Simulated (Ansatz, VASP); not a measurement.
This is a calculation of SrMg6Cr for Ansatz 0.2.0. Atoms were shifted at random by some hundredths of an Å from the given cell, which wasn't relaxed again for these runs. The cell comes from a database or a generator and needn't be the stable form of this composition.

The input input.yaml:

```yaml
crystal:
  lattice:
    - [5.203081, 0.0, 0.0]
    - [0.0, 3.3412245, 5.8169345]
    - [0.0, -3.3412245, 5.8169345]
  atoms:
    - { symbol: Sr, position: [-0.000714, 0.832349, 0.829639] }
    - { symbol: Cr, position: [0.499429, 0.660866, 0.642101], spin: 3.0 }
    - { symbol: Mg, position: [0.502883, 0.16467, 0.165519] }
    - { symbol: Mg, position: [0.505789, 0.653727, 0.189103] }
    - { symbol: Mg, position: [0.503157, 0.186899, 0.663885] }
    - { symbol: Mg, position: [0.004544, 0.335708, 0.344258] }
    - { symbol: Mg, position: [0.010865, 0.826244, 0.349508] }
    - { symbol: Mg, position: [-0.004155, 0.333529, 0.834806] }
hamiltonian:
  xc: pbe
  pseudopotentials: { kind: paw }
magnetization:
  spin_polarized: true
kpoints:
  mp_grid: { grid: [5, 5, 5] }
scf:
  occupations: { method: fermi_dirac, width: 0.05 }
output:
  forces: true
  stress: true
  eigenvalues: true
  write_density: true
  write_potential: true
  elf: true
  volumetric_format: npy
```

Potentials or basis: Ansatz PAW.

The run is started by

```console
$ ansatz run input.yaml --threads 4 --pin off --max-ram 10240MiB --backend cpu --events-out ev --progress --plain --runs-dir out
```

Task: What does the same run look like in VASP 6.6.1? Potentials or basis there: PBE PAW files Cr_pv, Mg, Sr_sv, 520 eV.

Result: As run (cutoffs and basis follow the program's own potentials, and thresholds, step limits or extra output files can differ):

File INCAR:

```
  PREC = Accurate
  ENCUT = 520
  EDIFF = 1E-7
  ISMEAR = -1
  SIGMA = 0.05
  LREAL = False
  LASPH = True
  NELM = 100
  ALGO = Normal
  ISIF = 2
  LWAVE = False
  LCHARG = False
  ISPIN = 2
  MAGMOM = 0 3 0 0 0 0 0 0
  LORBIT = 11
  LMAXMIX = 4
  GGA = PE
  NBANDS = 31
```

Contents of KPOINTS:

```
Automatic mesh
0
Gamma
  5 5 5
```

The input POSCAR:

```
SrMg6Cr
1.0
    5.2030810000      0.0000000000      0.0000000000
    0.0000000000      3.3412245000      5.8169345000
    0.0000000000     -3.3412245000      5.8169345000
Sr Cr Mg
1 1 6
Direct
   -0.0007140000      0.8323490000      0.8296390000
    0.4994290000      0.6608660000      0.6421010000
    0.5028830000      0.1646700000      0.1655190000
    0.5057890000      0.6537270000      0.1891030000
    0.5031570000      0.1868990000      0.6638850000
    0.0045440000      0.3357080000      0.3442580000
    0.0108650000      0.8262440000      0.3495080000
   -0.0041550000      0.3335290000      0.8348060000
```

Potentials or basis: VASP PAW PBE potentials, release 64 (Sr_sv, Cr_pv, Mg).

Command:

```bash
$ cat potpaw_PBE.64/Sr_sv/POTCAR potpaw_PBE.64/Cr_pv/POTCAR potpaw_PBE.64/Mg/POTCAR > POTCAR
$ mpirun -np 1 vasp_std > vasp.out
```

Both were run:

|  | Ansatz | VASP |
| --- | --- | --- |
| Pressure | 0.1 GPa | 0.0 GPa |
| Largest force | 0.255 eV/Å | 0.254 eV/Å |
| Net moment | 4.46 μB per cell | 4.47 μB per cell |

Ansatz's pressure holds a Pulay term of +0.01 GPa for its cutoff of 420 eV, which the other run lacks.

The potentials hold 84 and 34 valence electrons a cell.

Where Ansatz's input types no cutoff or centring, it takes its own default and a Γ-centred mesh.

The magnetic state is the one that the start led to; the real crystal's order can differ.

Pressure is positive in compression.
